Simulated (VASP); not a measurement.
The input files of a VASP run:

POSCAR:
```
CsPbBr3
1
    8.2890000000     0.0000000000     0.0000000000
    0.0000000000    11.6472710000     0.0000000000
    0.0000000000     0.0000000000     7.9431090000
Cs Pb Br
4 4 12
Direct
  0.4398400000   0.2500000000   0.5194500000
  0.5601600000   0.7500000000   0.4805500000
  0.0601600000   0.7500000000   0.0194500000
  0.9398400000   0.2500000000   0.9805500000
  0.0000000000   0.5000000000   0.5000000000
  0.5000000000   0.5000000000   0.0000000000
  0.5000000000   0.0000000000   0.0000000000
  0.0000000000   0.0000000000   0.5000000000
  0.9937400000   0.7500000000   0.5596700000
  0.0062600000   0.2500000000   0.4403300000
  0.5062600000   0.2500000000   0.0596700000
  0.4937400000   0.7500000000   0.9403300000
  0.2010200000   0.0317000000   0.8027900000
  0.7989800000   0.9683000000   0.1972100000
  0.2989800000   0.9683000000   0.3027900000
  0.7010200000   0.0317000000   0.6972100000
  0.7010200000   0.4683000000   0.6972100000
  0.2989800000   0.5317000000   0.3027900000
  0.7989800000   0.5317000000   0.1972100000
  0.2010200000   0.4683000000   0.8027900000
```

KPOINTS:
```
Automatic mesh
0
Gamma
3 3 3
0 0 0
```

INCAR:
```
SYSTEM = CsPbBr3
PREC = Accurate
ENCUT = 180
EDIFF = 1E-6
NELM = 100
ALGO = Normal
LREAL = Auto
LASPH = .TRUE.
ISMEAR = 1
SIGMA = 0.136
LMAXMIX = 4
LWAVE = .FALSE.
LCHARG = .FALSE.
ISIF = 2
```

POTCAR, in this order: Cs_sv Pb_d Br (LDA.64 set). Program: vasp_std.

Task: Translate this LDA calculation to Quantum ESPRESSO's pw.x.

Result: One equivalent input (not run):
```
&CONTROL
  calculation = 'scf'
  pseudo_dir = './pseudo'
  outdir = './out'
  tprnfor = .true.
  tstress = .true.
/
&SYSTEM
  ibrav = 0
  nat = 20
  ntyp = 3
  ecutwfc = 56
  occupations = 'smearing'
  smearing = 'methfessel-paxton'
  degauss = 0.009996
  input_dft = 'pz'
/
&ELECTRONS
  conv_thr = 7.3e-08
  electron_maxstep = 100
/
ATOMIC_SPECIES
  Cs 132.905 Cs.upf
  Pb 207.200 Pb.upf
  Br 79.904 Br.upf
CELL_PARAMETERS angstrom
     8.2890000    0.0000000    0.0000000
     0.0000000   11.6472710    0.0000000
     0.0000000    0.0000000    7.9431090
ATOMIC_POSITIONS crystal
  Cs   0.4398400  0.2500000  0.5194500
  Cs   0.5601600  0.7500000  0.4805500
  Cs   0.0601600  0.7500000  0.0194500
  Cs   0.9398400  0.2500000  0.9805500
  Pb   0.0000000  0.5000000  0.5000000
  Pb   0.5000000  0.5000000  0.0000000
  Pb   0.5000000  0.0000000  0.0000000
  Pb   0.0000000  0.0000000  0.5000000
  Br   0.9937400  0.7500000  0.5596700
  Br   0.0062600  0.2500000  0.4403300
  Br   0.5062600  0.2500000  0.0596700
  Br   0.4937400  0.7500000  0.9403300
  Br   0.2010200  0.0317000  0.8027900
  Br   0.7989800  0.9683000  0.1972100
  Br   0.2989800  0.9683000  0.3027900
  Br   0.7010200  0.0317000  0.6972100
  Br   0.7010200  0.4683000  0.6972100
  Br   0.2989800  0.5317000  0.3027900
  Br   0.7989800  0.5317000  0.1972100
  Br   0.2010200  0.4683000  0.8027900
K_POINTS automatic
  3 3 3 0 0 0
```
What does not carry over: the potentials are each code's own (VASP's PAW set, PseudoDojo norm-conserving files in pw.x), so ENCUT and ecutwfc are chosen apart and not converted; conv_thr bounds pw.x's estimated SCF error, while EDIFF bounds the energy change between steps.

The structure comes from a computed database's CsPbBr3 entry; how it stands against other phases isn't given here. The cell was not relaxed at this level. The run is one of a series of settings (ENCUT = 180, GGA removed, ISMEAR = 1, SIGMA = 0.136, KPOINTS 3×3×3 Γ-centred mesh, POTCAR Cs_sv Pb_d Br (LDA.64 set) against the base run), some of them coarse on purpose.
